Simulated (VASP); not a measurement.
Data:

```
CELL_PARAMETERS angstrom
      1.43412    -2.48396     0.00000
      1.43412     2.48396     0.00000
      0.00000     0.00000     4.54521
ATOMIC_POSITIONS crystal
  Ti 0.33333 0.66667 0.25000
  Ti 0.66667 0.33333 0.75000
```

These are PBEsol GGA, VASP's PBE PAW potentials (set 64) (plane waves; VASP) values and carry that method's errors. Settings: 520 eV cut-off, 14×14×8 Γ-centred mesh, first-order Methfessel-Paxton smearing of 0.10 eV, potentials Ti_sv.

### Question
Give the stress tensor in GPa (positive for a compressed cell).

### Answer

```
3.80  0.00  0.00
0.00  3.80  0.00
0.00  0.00  3.72
```
The pressure is its mean diagonal, 3.77 GPa.

The compound is Ti in the hcp structure. This cell is one point of a volume scan, at 0.97 of the reference volume.
